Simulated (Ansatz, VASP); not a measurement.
Te3As in VASP and in Ansatz

Contents of INCAR:

```
SYSTEM = Te3As
PREC = Accurate
ENCUT = 520
EDIFF = 1E-7
ISMEAR = 0
SIGMA = 0.1
LREAL = .False.
LASPH = .True.
NELM = 100
ALGO = Normal
ISIF = 2
LWAVE = .False.
LCHARG = .True.
GGA = PE
LELF = .True.
LVHAR = .True.
NBANDS = 20
```

Contents of KPOINTS:

```
regular mesh
0
Gamma
  6 6 6
  0 0 0
```

The input POSCAR:

```
Te3As
1.0
   -2.3769403517      2.3769403517      5.3095290974
    2.3769403517     -2.3769403517      5.3095290974
    2.3769403517      2.3769403517     -5.3095290974
Te As
3 1
Direct
    0.5000000000      0.5000000000      0.0000000000
    0.2500000000      0.7500000000      0.5000000000
    0.7500000000      0.2500000000      0.5000000000
    0.0000000000      0.0000000000      0.0000000000
```

Input for Ansatz:

```yaml
crystal:
  lattice:
    - [-2.3769403517, 2.3769403517, 5.3095290974]
    - [2.3769403517, -2.3769403517, 5.3095290974]
    - [2.3769403517, 2.3769403517, -5.3095290974]
  atoms:
    - { symbol: Te, position: [0.5, 0.5, 0.0] }
    - { symbol: Te, position: [0.25, 0.75, 0.5] }
    - { symbol: Te, position: [0.75, 0.25, 0.5] }
    - { symbol: As, position: [0.0, 0.0, 0.0] }
basis:
  ecutwfc: 420
kpoints:
  mp_grid: { grid: [6, 6, 6] }
hamiltonian:
  xc: pbe
scf:
  occupations: { method: gaussian, width: 0.1 }
  lower_state_search: "off"
output:
  forces: true
  stress: true
  eigenvalues: true
```

Alike in both runs: task single point; functional PBE; k mesh 6 × 6 × 6; occupations gaussian, width 0.1 eV; no spin polarisation.

```csv
,VASP,Ansatz
version,VASP 6.6.1,Ansatz 0.2.0
potentials or method,"VASP PAW PBE potentials, release 64 (Te, As)","scalar-relativistic, plane waves, PAW"
plane-wave cutoff (eV),520,420
valence electrons in the cell,23,63
```

|  | VASP | Ansatz | Ansatz less VASP |
| --- | --- | --- | --- |
| gap on the k mesh at the Fermi level (eV) | none | none | - |
| pressure (GPa) | -5.9 | -5.9 | +0.06 |
| largest component of the traceless stress (GPa) | 1.36 | 1.36 | -0.005 |

A gap of «none» marks a metal or a gap that the smearing closes. The two sets of potentials don't hold the same shells in valence.

Spin-orbit coupling is left out, which matters for the levels of Te.
